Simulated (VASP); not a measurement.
NiMoIrPdW: electrostatic potential with PBE

Crystal: NiMoIrPdW.

```xyz
10
Lattice="2.7708 0.0000 0.0000 -1.3854 2.3996 0.0000 0.0000 0.0000 22.0196" Properties=species:S:1:pos:R:3 pbc="T T T"
Ni    0.0000    1.5998   18.7345
Ni    1.3854    0.7999    3.2851
Mo    1.3854    0.7999   16.7479
Mo    0.0000    1.5998    5.2717
Pd    0.0000    1.5998    1.1734
Pd    1.3854    0.7999   20.8462
Ir    0.0000    1.5998   14.4948
Ir    1.3854    0.7999    7.5248
W     0.0000    1.5998    9.7807
W     1.3854    0.7999   12.2389
```

The cell was built by a generator and needn't be a form met in nature.

```json
{
 "Program": "VASP 6.6.1",
 "Task": "electrostatic potential",
 "Functional": "PBE",
 "Potentials or basis": "VASP PAW PBE potentials, release 64 (Ni, Mo_sv, Pd, Ir, W_sv)",
 "Cutoff": "520 eV",
 "k mesh": "11 × 11 × 2",
 "Occupations": "fermi-dirac, width 0.05 eV",
 "Spin": "collinear spin, ferromagnetic start",
 "Starting moments": "[1.0, 1.0, 1.0, 1.0, 0.0, 0.0, 0.6, 0.6, 0.0, 0.0] μB",
 "Further INCAR settings": "ALGO = Normal; EDIFF = 1e-06"
}
```

```json
{
 "Pressure": "0.4 GPa",
 "Largest force": "0.081 eV/Å",
 "Band gap on the k mesh": "none (metal or under the smearing width)",
 "Net moment": "0.00 μB per cell",
 "Valence electrons inside the program's atomic spheres": "Ni 9.22; Mo 12.51; Pd 9.41; Ir 8.40; W 12.07"
}
```

Forces in eV/Å, atoms in the order of the input:
```
Ni   0.000  0.000  0.072
Ni   0.000  0.000 -0.072
Mo   0.000  0.000 -0.079
Mo   0.000  0.000  0.079
Pd   0.000  0.000  0.009
Pd   0.000  0.000 -0.009
Ir   0.000  0.000 -0.005
Ir   0.000  0.000  0.005
W    0.000  0.000 -0.081
W    0.000  0.000  0.081
```

Stress tensor (GPa, compression positive):
```
 0.71  0.00  0.00
 0.00  0.71  0.00
 0.00  0.00 -0.27
```

Levels at points of the mesh, in eV from the Fermi level:
Spin up:
```
           k point  band 53  band 54  band 55  band 56  band 57  band 58  band 59  band 60  band 61  band 62
(0.00, 0.00, 0.00)    -1.38    -0.87    -0.87    -0.57    -0.54    -0.54    -0.20    -0.20    -0.14    -0.14
(0.00, 0.00, 0.50)    -1.28    -0.97    -0.91    -0.91    -0.49    -0.49    -0.26    -0.26    -0.11    -0.11
```
Spin down:
```
           k point  band 54  band 55  band 56  band 57  band 58  band 59  band 60  band 61
(0.00, 0.00, 0.00)    -0.87    -0.87    -0.57    -0.54    -0.54    -0.20    -0.20    -0.14
(0.00, 0.00, 0.50)    -0.97    -0.91    -0.91    -0.49    -0.49    -0.26    -0.26    -0.11
```

It took 19 min on 4 MPI ranks on Intel(R) Xeon(R) Platinum 8375C CPU @ 2.90GHz (Ice Lake), with other jobs on the host, peak memory 1.2 GiB a rank.

Spin-orbit coupling is left out, which matters for the levels of Ir, W.
